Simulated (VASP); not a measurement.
Calculation: PBEsol GGA, VASP's PBE PAW potentials (set 64) (plane waves; VASP).

VASP input:

KPOINTS:
```
Automatic mesh
0
Gamma
4 4 8
0 0 0
```

### INCAR
```
ALGO  =  Normal
EDIFF  =  1E-6
EDIFFG  =  -0.02
ENCUT  =  400
GGA  =  PS
IBRION  =  2
ISIF  =  3
ISMEAR  =  1
LASPH  =  .TRUE.
LCHARG  =  .FALSE.
LMAXMIX  =  6
LREAL  =  .FALSE.
LWAVE  =  .FALSE.
NELM  =  100
NSW  =  60
PREC  =  Accurate
SIGMA  =  0.1
SYSTEM  =  CdHg3S4
```

### POSCAR
```
CdHg3S4
1
    0.0027764352     5.8745885467     5.8699121084
    5.8745885467     0.0027764352     5.8699121084
    2.9386824910     2.9386824910     0.0000000000
Hg S Cd
3 4 1
Direct
  0.9998503700   0.9998503700   0.0002992600
  0.9997578092   0.5001875173   0.0000546735
  0.5001875173   0.9997578092   0.0000546735
  0.1249703629   0.1249703629   0.2500592742
  0.1269750553   0.6244617814   0.2485631633
  0.6244617814   0.1269750553   0.2485631633
  0.6235613433   0.6235613433   0.2528773134
  0.5002357606   0.5002357606   0.9995284789
```

POTCAR, in this order: Hg S Cd (PBE.64 set). Program: vasp_std.

The run wrote:

### OUTCAR
```
 ion  position               nearest neighbor table
   1  1.000  1.000  0.000-   4 2.54   4 2.54   6 2.54   5 2.54
   2  1.000  0.500  0.000-   4 2.54   5 2.55   5 2.55   7 2.55
   3  0.500  1.000  0.000-   4 2.54   6 2.55   6 2.55   7 2.55
   4  0.125  0.125  0.250-   2 2.54   3 2.54   1 2.54   1 2.54
   5  0.127  0.624  0.249-   8 2.53   1 2.54   2 2.55   2 2.55
   6  0.624  0.127  0.249-   8 2.53   1 2.54   3 2.55   3 2.55
   7  0.624  0.624  0.253-   8 2.53   8 2.53   3 2.55   2 2.55
   8  0.500  0.500  1.000-   5 2.53   6 2.53   7 2.53   7 2.53
  LATTYP: Found a base centered orthorhombic cell.
 ALAT       =     8.3039963238
 B/A-ratio  =     1.4137559506
 C/A-ratio  =     0.5004728413
 Subroutine PRICEL returns:
 Original cell was already a primitive cell.
 Subroutine GETGRP returns: Found  4 space group operations
The static configuration has the point symmetry C_2v.
The dynamic configuration has the point symmetry C_2v.
 Subroutine INISYM returns: Found  4 space group operations
 Subroutine IBZKPT returns following result:
 Found     33 irreducible k-points:

 Following reciprocal coordinates:
            Coordinates               Weight
  0.000000  0.000000  0.000000      1.000000
...
```

### OSZICAR
```
       N       E                     dE             d eps       ncg     rms          rms(c)
DAV:   1     0.468921194368E+03    0.46892E+03   -0.30054E+04  2838   0.125E+03
DAV:   2     0.551376168544E+01   -0.46341E+03   -0.45382E+03  3189   0.335E+02
DAV:   3    -0.239201691558E+02   -0.29434E+02   -0.29247E+02  3384   0.826E+01
DAV:   4    -0.243622870510E+02   -0.44212E+00   -0.44132E+00  3245   0.102E+01
DAV:   5    -0.243705711427E+02   -0.82841E-02   -0.82821E-02  3364   0.137E+00    0.198E+01
DAV:   6    -0.226331852886E+02    0.17374E+01   -0.42731E+00  3679   0.188E+01    0.149E+01
DAV:   7    -0.226730960685E+02   -0.39911E-01   -0.21532E+00  3092   0.648E+00    0.527E+00
DAV:   8    -0.226290009251E+02    0.44095E-01   -0.42435E-01  3504   0.499E+00    0.990E-01
DAV:   9    -0.226261202962E+02    0.28806E-02   -0.44489E-02  3182   0.195E+00    0.253E-01
DAV:  10    -0.226262685942E+02   -0.14830E-03   -0.21444E-03  3162   0.214E-01    0.153E-01
DAV:  11    -0.226262198273E+02    0.48767E-04   -0.96586E-05  3390   0.614E-02    0.124E-01
DAV:  12    -0.226262197478E+02    0.79480E-07   -0.13206E-04  3314   0.855E-02    0.401E-02
DAV:  13    -0.226262226890E+02   -0.29412E-05   -0.93100E-05  3857   0.645E-02    0.183E-02
DAV:  14    -0.226262229560E+02   -0.26700E-06   -0.12367E-05  3259   0.234E-02    0.855E-03
DAV:  15    -0.226262233805E+02   -0.42448E-06   -0.89871E-07  1870   0.412E-03
   1 F= -.22626223E+02 E0= -.22626578E+02  d E =-.226262E+02
       N       E                     dE             d eps       ncg     rms          rms(c)
DAV:   1    -0.226267721710E+02   -0.54921E-03   -0.49277E-02  2973   0.119E+00    0.176E-01
DAV:   2    -0.226263669799E+02    0.40519E-03   -0.15818E-03  3078   0.317E-01    0.634E-02
DAV:   3    -0.226263149715E+02    0.52008E-04   -0.16490E-04  3286   0.809E-02    0.585E-02
DAV:   4    -0.226263094123E+02    0.55592E-05   -0.21320E-05  3186   0.271E-02    0.882E-03
DAV:   5    -0.226263084917E+02    0.92062E-06   -0.70774E-06  3062   0.227E-02
   2 F= -.22626308E+02 E0= -.22626661E+02  d E =-.851112E-04
```

OUTCAR:
```
------------------------ aborting loop because EDIFF is reached ----------------------------------------
  FORCE on cell =-STRESS in cart. coord.  units (eV):
  Direction    XX          YY          ZZ          XY          YZ          ZX
  --------------------------------------------------------------------------------------
  Total        0.0245032      0.0245032      0.0225346      0.0042066     -0.0000000     -0.0000000
  in kB        0.1939574      0.1939574      0.1783747      0.0332974     -0.0000000     -0.0000000
  external PRESSURE =       0.1887632 kB  Pullay stress =       0.0000000 kB
  volume of cell :      202.41
      direct lattice vectors                 reciprocal lattice vectors
     0.001288161  5.872990393  5.868258855    -0.085154182  0.085154182  0.085204149
     5.872990393  0.001288161  5.868258855     0.085154182 -0.085154182  0.085204149
     2.937139277  2.937139277  0.000000000     0.170233671  0.170233671 -0.170408297
 POSITION                                       TOTAL-FORCE (eV/Angst)
 -----------------------------------------------------------------------------------
      5.87428      5.87428     11.73441         0.000000      0.000000     -0.007240
      5.87693      8.80876      8.80246         0.010234     -0.010234      0.003087
      8.80876      5.87693      8.80246        -0.010234      0.010234      0.003087
      1.46857      1.46857      1.46616         0.000000      0.000000     -0.003373
      4.39768      1.47660      4.40925        -0.002677      0.002677     -0.002308
      1.47660      4.39768      4.40925         0.002677     -0.002677     -0.002308
      4.40571      4.40571      7.31823         0.000000      0.000000     -0.001786
      5.87428      5.87428      5.87211        -0.000000     -0.000000      0.010840
 -----------------------------------------------------------------------------------
    total drift:                                0.000011      0.000011     -0.000482
  FREE ENERGIE OF THE ION-ELECTRON SYSTEM (eV)
  ---------------------------------------------------
  free  energy   TOTEN  =       -22.6263084917 eV

  energy  without entropy=      -22.6273672177  energy(sigma->0) =      -22.62666140

 reached required accuracy - stopping structural energy minimisation
```
(Selected blocks of OUTCAR.)

CONTCAR:
```
CdHg3S4
   1.00000000000000
     0.0012881610189636    5.8729903929808609    5.8682588548935097
     5.8729903929808609    0.0012881610189636    5.8682588548935097
     2.9371392770498717    2.9371392770498717    0.0000000000000141
  Hg              S               Cd
     3     4     1
Direct
     0.9998206191561544    0.9998206191561544    0.0003587616876841
     0.9996635136885810    0.5003488295950780    0.9999876567163412
     0.5003488295950780    0.9996635136885810    0.9999876567163412
     0.1249229823384190    0.1249229823384190    0.2501540353231619
     0.1269438394262040    0.6244284853207739    0.2486276752530221
     0.6244284853207739    0.1269438394262040    0.2486276752530221
     0.6235432260282163    0.6235432260282163    0.2529135479435602
     0.5003285044465664    0.5003285044465664    0.9993429912068620
```

The structure was generated: CdHg3S4 was put into an ordered model structure (Amm2), which need not be its known phase. This run relaxes it. Symmetry was kept, so distortions that lower it aren't found. The start is the result of an earlier pass.
